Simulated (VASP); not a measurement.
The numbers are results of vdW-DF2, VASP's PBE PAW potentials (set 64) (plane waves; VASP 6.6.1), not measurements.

The input files of a VASP run:

**INCAR**
```
ISIF = 4   # ions and shape, fixed volume
EDIFFG = -0.01   # ionic stop
NELM = 100   # most electronic steps
ENCUT = 520
LREAL = F
LASPH = T   # aspherical one-centre terms
IBRION = 2
LMAXMIX = 6   # l cut-off of mixed one-centre charges
GGA = ML
AGGAC = 0.0
EDIFF = 1E-7   # SCF stop (eV)
ISMEAR = 1   # Methfessel-Paxton
ALGO = Normal   # blocked Davidson
LCHARG = F
NSW = 30   # most ionic steps
LUSE_VDW = T
PREC = Accurate
ZAB_VDW = -1.8867
SIGMA = 0.1   # width (eV)
LWAVE = F
SYSTEM = Re
```

File POSCAR:
```
Re
1
    1.3897588126    -2.4071327520     0.0000000000
    1.3897588126     2.4071327520     0.0000000000
    0.0000000000     0.0000000000     4.4756939993
Re
2
Direct
  0.3333330000   0.6666670000   0.2500000000
  0.6666670000   0.3333330000   0.7500000000
```

**KPOINTS**
```
Automatic mesh
0
Gamma
15 15 8
```

POTCAR, in this order: Re (PBE.64 set). Program: vasp_std.

Output of the run:

File OUTCAR:
```
 ion  position               nearest neighbor table
   1  0.333  0.667  0.250-   2 2.75   2 2.75   2 2.75   2 2.75   2 2.75   2 2.75
   2  0.667  0.333  0.750-   1 2.75   1 2.75   1 2.75   1 2.75   1 2.75   1 2.75
  LATTYP: Found a hexagonal cell.
 ALAT       =     2.7795175198
 C/A-ratio  =     1.6102413341
 Subroutine PRICEL returns:
 Original cell was already a primitive cell.
 Subroutine GETGRP returns: Found 24 space group operations
The static configuration has the point symmetry D_3d.
 The point group associated with its full space group is D_6h.
The dynamic configuration has the point symmetry D_3d.
 Subroutine INISYM returns: Found 24 space group operations
 Subroutine IBZKPT returns following result:
 Found    135 irreducible k-points:

 Following reciprocal coordinates:
            Coordinates               Weight
  0.000000  0.000000  0.000000      1.000000
  0.066667  0.000000  0.000000      6.000000
  0.133333  0.000000  0.000000      6.000000
  0.200000  0.000000  0.000000      6.000000
  0.266667  0.000000  0.000000      6.000000
  0.333333  0.000000  0.000000      6.000000
  0.400000  0.000000  0.000000      6.000000
  0.466667  0.000000  0.000000      6.000000
  0.066667  0.066667  0.000000      6.000000
  0.133333  0.066667  0.000000     12.000000
  0.200000  0.066667  0.000000     12.000000
  0.266667  0.066667  0.000000     12.000000
  0.333333  0.066667  0.000000     12.000000
  0.400000  0.066667  0.000000     12.000000
  0.466667  0.066667  0.000000      6.000000
  0.133333  0.133333  0.000000      6.000000
  0.200000  0.133333  0.000000     12.000000
  0.266667  0.133333  0.000000     12.000000
  0.333333  0.133333  0.000000     12.000000
  0.400000  0.133333  0.000000     12.000000
  0.200000  0.200000  0.000000      6.000000
  0.266667  0.200000  0.000000     12.000000
  0.333333  0.200000  0.000000     12.000000
  0.400000  0.200000  0.000000      6.000000
  0.266667  0.266667  0.000000      6.000000
  0.333333  0.266667  0.000000     12.000000
  0.333333  0.333333  0.000000      2.000000
  0.000000  0.000000  0.125000      2.000000
  0.066667  0.000000  0.125000     12.000000
  0.133333  0.000000  0.125000     12.000000
  0.200000  0.000000  0.125000     12.000000
  0.266667  0.000000  0.125000     12.000000
  0.333333  0.000000  0.125000     12.000000
  0.400000  0.000000  0.125000     12.000000
  0.466667  0.000000  0.125000     12.000000
  0.066667  0.066667  0.125000     12.000000
  0.133333  0.066667  0.125000     24.000000
  0.200000  0.066667  0.125000     24.000000
  0.266667  0.066667  0.125000     24.000000
  0.333333  0.066667  0.125000     24.000000
   k-points           NKPTS =    135   k-points in BZ     NKDIM =    135   number of bands    NBANDS=     11
   number of dos      NEDOS =    301   number of ions     NIONS =      2
   total plane-waves  NPLWV =  20736
   dimension x,y,z NGX =    24 NGY =   24 NGZ =   36
   dimension x,y,z NGXF=    48 NGYF=   48 NGZF=   72
   ions per type =               2
   PREC   = accura    normal or accurate (medium, high low for compatibility)
   ISTART =      0    job   : 0-new  1-cont  2-samecut
   ICHARG =      2    charge: 1-file 2-atom 10-const
   ISPIN  =      1    spin polarized calculation?
   LNONCOLLINEAR =      F non collinear calculations
   LSORBIT =      F    spin-orbit coupling
   INIWAV =      1    electr: 0-lowe 1-rand  2-diag
   ENCUT  =  520.0 eV  38.22 Ry    6.18 a.u.   5.17  5.17  8.32*2*pi/ulx,y,z
   NELM   =    100;   NELMIN=  2; NELMDL= -5     # of ELM steps
   EDIFF  = 0.1E-06   stopping-criterion for ELM
   LREAL  =      F    real-space projection
...
```

File OSZICAR:
```
       N       E                     dE             d eps       ncg     rms          rms(c)
DAV:   1     0.364762140063E+02    0.36476E+02   -0.70189E+03  5438   0.158E+03
DAV:   2    -0.116514624393E+02   -0.48128E+02   -0.41644E+02  4847   0.329E+02
DAV:   3    -0.175157355961E+02   -0.58643E+01   -0.47238E+01  5202   0.227E+02
DAV:   4    -0.178715460216E+02   -0.35581E+00   -0.31424E+00  5390   0.273E+01
DAV:   5    -0.178922374587E+02   -0.20691E-01   -0.15752E-01  5280   0.346E+00    0.576E+01
DAV:   6    -0.170047614619E+02    0.88748E+00   -0.84655E-01  5213   0.359E+01    0.233E+01
DAV:   7    -0.167190915492E+02    0.28567E+00   -0.55379E-01  5541   0.272E+01    0.641E-01
DAV:   8    -0.167072957236E+02    0.11796E-01   -0.18120E-02  5876   0.423E+00    0.116E+00
DAV:   9    -0.167072573515E+02    0.38372E-04   -0.87631E-04  4801   0.330E-01    0.586E-02
DAV:  10    -0.167072802140E+02   -0.22862E-04   -0.50831E-05  5724   0.209E-01    0.250E-02
DAV:  11    -0.167072684819E+02    0.11732E-04   -0.13677E-06  4699   0.120E-02    0.969E-03
DAV:  12    -0.167072669928E+02    0.14891E-05   -0.18638E-07  3089   0.621E-03    0.127E-03
DAV:  13    -0.167072671917E+02   -0.19894E-06   -0.26731E-08  2638   0.870E-03    0.137E-03
DAV:  14    -0.167072672328E+02   -0.41091E-07   -0.19241E-08  2520   0.507E-03
   1 F= -.16707267E+02 E0= -.16707473E+02  d E =-.167073E+02
       N       E                     dE             d eps       ncg     rms          rms(c)
DAV:   1    -0.167120561432E+02   -0.47890E-02   -0.56218E-01  4482   0.281E+01    0.410E-01
DAV:   2    -0.167081704517E+02    0.38857E-02   -0.59475E-03  5576   0.988E-01    0.200E-01
DAV:   3    -0.167069274462E+02    0.12430E-02   -0.27182E-03  5777   0.715E-01    0.269E-02
DAV:   4    -0.167069274241E+02    0.22065E-07   -0.79750E-05  4728   0.923E-02    0.162E-02
DAV:   5    -0.167069234213E+02    0.40028E-05   -0.22117E-06  5153   0.453E-02    0.302E-03
DAV:   6    -0.167069233273E+02    0.94004E-07   -0.48764E-08  2544   0.570E-03
   2 F= -.16706923E+02 E0= -.16707139E+02  d E =0.343906E-03
       N       E                     dE             d eps       ncg     rms          rms(c)
DAV:   1    -0.167097434003E+02   -0.28200E-02   -0.15686E-01  4458   0.150E+01    0.216E-01
DAV:   2    -0.167086645947E+02    0.10788E-02   -0.16546E-03  5558   0.520E-01    0.104E-01
DAV:   3    -0.167083351484E+02    0.32945E-03   -0.71342E-04  5783   0.368E-01    0.151E-02
DAV:   4    -0.167083358772E+02   -0.72878E-06   -0.20671E-05  4702   0.471E-02    0.858E-03
DAV:   5    -0.167083360024E+02   -0.12520E-06   -0.42420E-07  4236   0.228E-02    0.208E-03
DAV:   6    -0.167083360534E+02   -0.51017E-07   -0.51961E-08  2519   0.568E-03
   3 F= -.16708336E+02 E0= -.16708563E+02  d E =-.106882E-02
```

### OUTCAR
```
------------------------ aborting loop because EDIFF is reached ----------------------------------------
  FORCE on cell =-STRESS in cart. coord.  units (eV):
  Direction    XX          YY          ZZ          XY          YZ          ZX
  --------------------------------------------------------------------------------------
  Total        4.2007306      4.2007301      4.2006241      0.0000000      0.0000000      0.0000000
  in kB      224.7530270    224.7530022    224.7473286      0.0000000      0.0000000      0.0000000
  external PRESSURE =     224.7511193 kB  Pullay stress =       0.0000000 kB
  volume of cell :       29.95
      direct lattice vectors                 reciprocal lattice vectors
     1.386994130 -2.402344169  0.000000000     0.360491793 -0.208130045 -0.000000000
     1.386994130  2.402344169 -0.000000000     0.360491793  0.208130045 -0.000000000
     0.000000000  0.000000000  4.493554525     0.000000000  0.000000000  0.222540974
 POSITION                                       TOTAL-FORCE (eV/Angst)
 -----------------------------------------------------------------------------------
      1.38699      0.80078      1.12339        -0.000000     -0.000000      0.000000
      1.38699     -0.80078      3.37017         0.000000      0.000000      0.000000
 -----------------------------------------------------------------------------------
    total drift:                               -0.000000      0.000013     -0.000017
  FREE ENERGIE OF THE ION-ELECTRON SYSTEM (eV)
  ---------------------------------------------------
  free  energy   TOTEN  =       -16.7083360534 eV

  energy  without entropy=      -16.7090169448  energy(sigma->0) =      -16.70856302

 reached required accuracy - stopping structural energy minimisation
```
(Selected blocks of OUTCAR.)

**CONTCAR**
```
Re
   1.00000000000000
     1.3869941295253054   -2.4023441694920646    0.0000000000000000
     1.3869941295253054    2.4023441694920646   -0.0000000000000000
     0.0000000000000000    0.0000000000000000    4.4935545252781015
  Re
     2
Direct
     0.3333330000000032    0.6666669999999968    0.2500000000000000
     0.6666669999999968    0.3333330000000032    0.7500000000000000
```

The compound is Re in the hcp structure. This cell is one point of a volume scan, at 0.94 of the reference volume. Symmetry was kept, so distortions that lower it aren't found.
